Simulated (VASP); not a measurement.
Computed with PBEsol GGA, VASP's PBE PAW potentials (set 64) (plane waves; VASP 6.6.1).

VASP input:

**INCAR**
```
ICHARG  =  11   # fixed density
EDIFF  =  1E-7   # SCF stop (eV)
NELM  =  100
PREC  =  Accurate
LCHARG  =  .False.
ENCUT  =  400
ALGO  =  Normal   # blocked Davidson
GGA  =  PS   # PBEsol
SIGMA  =  0.05   # width (eV)
ISMEAR  =  0   # Gaussian
LREAL  =  .False.   # projection in real space or not
LASPH  =  .True.
LMAXMIX  =  4   # l cut-off of mixed one-centre charges
SYSTEM  =  Ga4AsP3
LWAVE  =  .False.
LORBIT  =  11
```

**POSCAR**
```
Ga4AsP3
5.4872290
  0.9999999479   0.0000000000   0.0000000000
  0.0000000000   0.9999999479   0.0000000000
  0.0000000000   0.0000000000   0.9999999479
Ga P As
4 3 1
direct
  0.9955985873   0.0044014127   0.0044014127
  0.5044014127   0.4955985873   0.0044014127
  0.5044014127   0.0044014127   0.4955985873
  0.9955985873   0.4955985873   0.4955985873
  0.2500000000   0.2500000000   0.2500000000
  0.7500000000   0.7500000000   0.2500000000
  0.7500000000   0.2500000000   0.7500000000
  0.2500000000   0.7500000000   0.7500000000
```

File KPOINTS:
```
k-points along high-symmetry lines
15
Line-mode
Reciprocal
  0.000000   0.000000   0.000000 ! GAMMA
  0.000000   0.500000   0.000000 ! X

  0.000000   0.500000   0.000000 ! X
  0.500000   0.500000   0.000000 ! M

  0.500000   0.500000   0.000000 ! M
  0.000000   0.000000   0.000000 ! GAMMA

  0.000000   0.000000   0.000000 ! GAMMA
  0.500000   0.500000   0.500000 ! R

  0.500000   0.500000   0.500000 ! R
  0.000000   0.500000   0.000000 ! X

  0.500000   0.500000   0.500000 ! R
  0.500000   0.500000   0.000000 ! M
```

POTCAR, in this order: Ga_d P As (PBE.64 set). Program: vasp_std. Read from the step before: CHGCAR.

The run wrote:

### OUTCAR
```
 ion  position               nearest neighbor table
   1  0.996  0.004  0.004-   5 2.36   6 2.36   7 2.36   8 2.42
   2  0.504  0.496  0.004-   5 2.36   6 2.36   7 2.36   8 2.42
   3  0.504  0.004  0.496-   5 2.36   6 2.36   7 2.36   8 2.42
   4  0.996  0.496  0.496-   5 2.36   6 2.36   7 2.36   8 2.42
   5  0.250  0.250  0.250-   1 2.36   2 2.36   3 2.36   4 2.36
   6  0.750  0.750  0.250-   1 2.36   2 2.36   3 2.36   4 2.36
   7  0.750  0.250  0.750-   1 2.36   2 2.36   3 2.36   4 2.36
   8  0.250  0.750  0.750-   1 2.42   2 2.42   3 2.42   4 2.42
  LATTYP: Found a simple cubic cell.
 ALAT       =     5.4872287142
 Subroutine PRICEL returns:
 Original cell was already a primitive cell.
 Subroutine GETGRP returns: Found 24 space group operations
The static configuration has the point symmetry C_3v.
 The point group associated with its full space group is T_d .
The dynamic configuration has the point symmetry C_3v.
 Subroutine INISYM returns: Found 24 space group operations
   k-points           NKPTS =     90   k-points in BZ     NKDIM =     90   number of bands    NBANDS=     43
   number of dos      NEDOS =    301   number of ions     NIONS =      8
   total plane-waves  NPLWV =  46656
   dimension x,y,z NGX =    36 NGY =   36 NGZ =   36
   dimension x,y,z NGXF=    72 NGYF=   72 NGZF=   72
   ions per type =               4   3   1
   PREC   = accura    normal or accurate (medium, high low for compatibility)
   ISTART =      0    job   : 0-new  1-cont  2-samecut
   ICHARG =     11    charge: 1-file 2-atom 10-const
   ISPIN  =      1    spin polarized calculation?
   LNONCOLLINEAR =      F non collinear calculations
   LSORBIT =      F    spin-orbit coupling
   INIWAV =      1    electr: 0-lowe 1-rand  2-diag
   ENCUT  =  400.0 eV  29.40 Ry    5.42 a.u.   8.95  8.95  8.95*2*pi/ulx,y,z
   NELM   =    100;   NELMIN=  2; NELMDL= -5     # of ELM steps
   EDIFF  = 0.1E-06   stopping-criterion for ELM
   LREAL  =      F    real-space projection
   NLSPLINE    = F    spline interpolate recip. space projectors
   LMAXMIX     =    4 max onsite mixed and CHGCAR
   VOSKOWN=      0    Vosko Wilk Nusair interpolation
   EDIFFG = 0.1E-05   stopping-criterion for IOM
   NSW    =      0    number of steps for IOM
...
```

File OSZICAR:
```
       N       E                     dE             d eps       ncg     rms          rms(c)
DAV:   1     0.569611943989E+03    0.56961E+03   -0.29130E+04  8167   0.214E+03
DAV:   2     0.528052416780E+02   -0.51681E+03   -0.50427E+03  8348   0.538E+02
DAV:   3    -0.312998142078E+02   -0.84105E+02   -0.80507E+02  9014   0.160E+02
DAV:   4    -0.366961538116E+02   -0.53963E+01   -0.53227E+01  9576   0.395E+01
DAV:   5    -0.368726937855E+02   -0.17654E+00   -0.17560E+00 10087   0.678E+00
DAV:   6    -0.368800998203E+02   -0.74060E-02   -0.73929E-02 11361   0.129E+00
DAV:   7    -0.368802140862E+02   -0.11427E-03   -0.11424E-03 10004   0.148E-01
DAV:   8    -0.368802167834E+02   -0.26971E-05   -0.26967E-05 11298   0.248E-02
DAV:   9    -0.368802168405E+02   -0.57153E-07   -0.57461E-07  7340   0.258E-03
   1 F= -.36880217E+02 E0= -.36880217E+02  d E =-.196884E-13
```

**OUTCAR**
```
 val. band max:        4.4553505846   @ k =   0.0000   0.0000   0.0000

 cond. band min:       5.6108269973   @ k =   0.0000   0.0000   0.0000



 k-point     1 :       0.0000    0.0000    0.0000
  band No.  band energies     occupation
      1     -10.3032      2.00000
      2     -10.2891      2.00000
      3     -10.2891      2.00000
      4     -10.1738      2.00000
      5     -10.1738      2.00000
      6     -10.1738      2.00000
      7     -10.1146      2.00000
      8     -10.1146      2.00000
      9     -10.1146      2.00000
     10     -10.1097      2.00000
     11     -10.1097      2.00000
     12     -10.1097      2.00000
     13     -10.1079      2.00000
     14     -10.1079      2.00000
     15     -10.1079      2.00000
     16     -10.0764      2.00000
     17     -10.0764      2.00000
     18     -10.0562      2.00000
     19     -10.0562      2.00000
     20     -10.0562      2.00000
     21      -8.2013      2.00000
     22      -5.4636      2.00000
     23      -5.1872      2.00000
     24      -5.1872      2.00000
     25      -2.4162      2.00000
     26      -2.4162      2.00000
     27      -2.4162      2.00000
     28       1.6449      2.00000
     29       1.6449      2.00000
     30       1.6449      2.00000
     31       1.7538      2.00000
     32       1.7538      2.00000
     33       1.7538      2.00000
     34       4.4554      2.00000
     35       4.4554      2.00000
     36       4.4554      2.00000
     37       5.6108      0.00000
     38       5.9489      0.00000
     39       6.0298      0.00000
     40       6.0298      0.00000
     41       6.1032      0.00000
     42       6.1032      0.00000
     43       6.1032      0.00000

 k-point     2 :       0.0000    0.0357    0.0000
  band No.  band energies     occupation
      1     -10.3030      2.00000
      2     -10.2890      2.00000
      3     -10.2889      2.00000
      4     -10.1743      2.00000
      5     -10.1735      2.00000
      6     -10.1735      2.00000
...
```

The density is held fixed in this step, so its total energy and stress have no physical meaning.

The structure was generated: Ga4AsP3 was put into an ordered model structure (P-43m), which need not be its known phase. It was relaxed first.
